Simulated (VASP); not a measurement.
Here is the system:

```yaml
crystal:
  lattice:
    - [4.18038, 0.00000, 0.00000]
    - [0.00000, 4.18038, 0.00000]
    - [0.00000, 0.00000, 4.18038]
  atoms:
    - { symbol: Cu, position: [0.75000, 0.25000, 0.75000] }
    - { symbol: Cu, position: [0.25000, 0.75000, 0.75000] }
    - { symbol: Cu, position: [0.75000, 0.75000, 0.25000] }
    - { symbol: Cu, position: [0.25000, 0.25000, 0.25000] }
    - { symbol: O, position: [0.00000, 0.00000, 0.00000] }
    - { symbol: O, position: [0.50000, 0.50000, 0.50000] }
```

The numbers are results of LDA (Ceperley-Alder, Perdew-Zunger), VASP's LDA PAW potentials (set 64) (plane waves; VASP 6.6.1), not measurements. Settings: 520 eV cut-off, 5×5×5 Γ-centred mesh, Gaussian smearing of 0.050 eV, potentials Cu O.

Estimate the energy per atom (σ→0), band gap (on the k-mesh) with the smallest direct gap where there is one.

```json
{
  "band gap (on the k-mesh)": "0.69 eV",
  "smallest direct gap (on the k-mesh)": "0.69 eV",
  "energy per atom (σ→0)": "-5.432 eV/atom"
}
```

Only differences to runs with the same potentials and settings are physical.

The compound is Cu2O in the cuprite structure. It was relaxed first, which changed the volume by -6 %. The start is the result of an earlier pass.
